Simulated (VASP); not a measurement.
Calculation: MS2 meta-GGA, VASP's PBE PAW potentials (set 64) (plane waves; VASP).

The input files of a VASP run:

**INCAR**
```
# general
SYSTEM =KZnF3
PREC   =Accurate
ENCUT  =520   # plane-wave cut-off (eV)
LREAL  =F
LASPH  =T   # aspherical one-centre terms

# electronic loop
EDIFF  =1E-7   # SCF stop (eV)
NELM   =100
ALGO   =Normal
LMAXMIX=4
LMIXTAU=T

# smearing
ISMEAR =-5

# functional
METAGGA=MS2

# ions
ISIF   =2   # forces and stress, cell fixed

# output
LWAVE  =F
LCHARG =F
LORBIT =11
NEDOS  =601

# other
LEFG   =T
```

**KPOINTS**
```
Automatic mesh
0
Gamma
6 6 6
0 0 0
```

File POSCAR:
```
KZnF3
1
    4.0549602813     0.0000000000     0.0000000000
   -0.0000000000     4.0549602813     0.0000000000
   -0.0000000000    -0.0000000000     4.0549602813
K Zn F
1 1 3
Direct
  0.0000000000   0.0000000000   0.0000000000
  0.5000000000   0.5000000000   0.5000000000
  0.5000000000   0.0000000000   0.5000000000
  0.0000000000   0.5000000000   0.5000000000
  0.5000000000   0.5000000000   0.0000000000
```

### KPOINTS_OPT
```
k-points along high-symmetry lines
10
Line-mode
Reciprocal
  0.000000   0.000000   0.000000 ! GAMMA
  0.000000   0.500000   0.000000 ! X

  0.000000   0.500000   0.000000 ! X
  0.500000   0.500000   0.000000 ! M

  0.500000   0.500000   0.000000 ! M
  0.000000   0.000000   0.000000 ! GAMMA

  0.000000   0.000000   0.000000 ! GAMMA
  0.500000   0.500000   0.500000 ! R

  0.500000   0.500000   0.500000 ! R
  0.000000   0.500000   0.000000 ! X

  0.500000   0.500000   0.500000 ! R
  0.500000   0.500000   0.000000 ! M
```

POTCAR, in this order: K_sv Zn F (PBE.64 set). Program: vasp_std.

Q: Predict the energy per atom (σ→0), band gap (over mesh and band path).

A: 
```yaml
energy per atom (σ→0): -6970 meV/atom
band gap (over mesh and band path): 3.98 eV
```

OSZICAR:
```
...
DAV:  26    -0.348494313836E+02    0.13166E-06   -0.89502E-09   524   0.115E-03    0.174E-04
DAV:  27    -0.348494311807E+02    0.20287E-06   -0.46054E-09   521   0.123E-03    0.768E-05
DAV:  28    -0.348494313577E+02   -0.17700E-06   -0.13969E-09   518   0.550E-04    0.592E-05
DAV:  29    -0.348494313199E+02    0.37840E-07   -0.58692E-10   518   0.224E-04
   1 F= -.34849431E+02 E0= -.34849431E+02  d E =0.000000E+00
       N       E                     dE             ncg
       N       E                     dE             ncg
       N       E                     dE             ncg
```

The compound is KZnF3 in the cubic perovskite structure. It was relaxed first.
